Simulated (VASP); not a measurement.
Wanted: the native input for a VASP 6.6.1 run.

```
Task                   : relaxation of cell and atoms
Functional             : PBE
Potentials or basis    : VASP PAW PBE potentials, release 64 (Pd)
Cutoff                 : 700 eV
k mesh                 : 18 × 18 × 18
Occupations            : methfessel-paxton, width 0.1 eV
Spin                   : no spin polarisation
Further INCAR settings : ALGO = Fast; EDIFF = 1e-07; IBRION = 2; EDIFFG = -0.005; NSW = 40; ISIF = 3
```

The structure of Pd lies in POSCAR:

```
Pd
1.0
    0.0000000000      1.9400000000      1.9400000000
    1.9400000000      0.0000000000      1.9400000000
    1.9400000000      1.9400000000      0.0000000000
Pd
1
Direct
    0.0000000000      0.0000000000      0.0000000000
```

The cell was built by a generator and needn't be a form met in nature.

One way to write it, as run:

INCAR

```
SYSTEM = Pd
PREC = Accurate
ENCUT = 700
EDIFF = 1E-7
ISMEAR = 1
SIGMA = 0.1
LREAL = .False.
LASPH = .True.
NELM = 120
ALGO = Fast
ISIF = 3
LWAVE = .False.
LCHARG = .False.
GGA = PE
IBRION = 2
NSW = 40
EDIFFG = -0.005
```

KPOINTS

```
Automatic mesh
0
Gamma
  18 18 18
  0 0 0
```

Potentials or basis: VASP PAW PBE potentials, release 64 (Pd).

Run with:

```sh
$ cat potpaw_PBE.64/Pd/POTCAR > POTCAR
$ mpirun -np 1 vasp_std > vasp.out
```

Results of the run:

* Relaxed volume: 15.28 Å³/atom
* Relaxed cell: a = 2.786 Å, b = 2.786 Å, c = 2.786 Å, α = 60.00°, β = 60.00°, γ = 60.00°
* Space group after relaxing (to 0.05 Å): Fm-3m (No. 225)
* Energy gained by relaxing: 17.8 meV/atom
* Ionic steps: 4
* Pressure after relaxing: 0.0 GPa
* Band gap on the k mesh: none (metal or under the smearing width)

Wall time 78 s on 1 thread of Intel(R) Xeon(R) Platinum 8259CL CPU @ 2.50GHz (Skylake/Cascade Lake) (shared host), peak memory 0.18 GiB.
